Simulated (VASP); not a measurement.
Input of a VASP 6.6.1 run:

INCAR

```
  ALGO = Normal
  EDIFF = 1E-6
  ENCUT = 520
  ISIF = 2
  ISMEAR = 0
  ISPIN = 2
  LASPH = True
  LCHARG = False
  LDAU = True
  LDAUJ = 0 0
  LDAUL = 2 -1
  LDAUPRINT = 1
  LDAUTYPE = 2
  LDAUU = 5 0
  LMAXMIX = 4
  LORBIT = 11
  LREAL = False
  LWAVE = False
  MAGMOM = 2 0
  NBANDS = 18
  NELM = 150
  PREC = Accurate
  SIGMA = 0.05
```

The input KPOINTS:

```
k-points
0
Gamma
  6 6 6
```

Contents of POSCAR:

```
CoS
1.0
    3.1097975700      0.0000000000      0.0000000000
    0.0000000000      3.1097975700      0.0000000000
    0.0000000000      0.0000000000      3.1097975700
Co S
1 1
Direct
    0.0000000000      0.0000000000      0.0000000000
    0.5000000000      0.5000000000      0.5000000000
```

Potentials or basis: VASP PAW LDA potentials, release 64 (Co, S).

Run with:

```console
$ cat potpaw_LDA.64/Co/POTCAR potpaw_LDA.64/S/POTCAR > POTCAR
$ mpirun -np 1 vasp_std > vasp.out
```

Predict the site moments.

Co +2.54; S +0.16 μB.

What does it give for the net moment?

2.81 μB per cell.

What does it give for the pressure?

-8.7 GPa.

Estimate the band gap on the k mesh.

none (metal or under the smearing width).

Eigenvalues of the final occupation matrices:
```
    site  spin  trace               eigenvalues
site 1 d     1   4.84  0.96 0.96 0.98 0.98 0.98
site 1 d     2   2.34  0.15 0.15 0.15 0.94 0.94
```

Caveat: a cell with one magnetic atom can't hold antiferromagnetic order, which such compounds often take. The state reached can hang on the start; a lower one may exist.
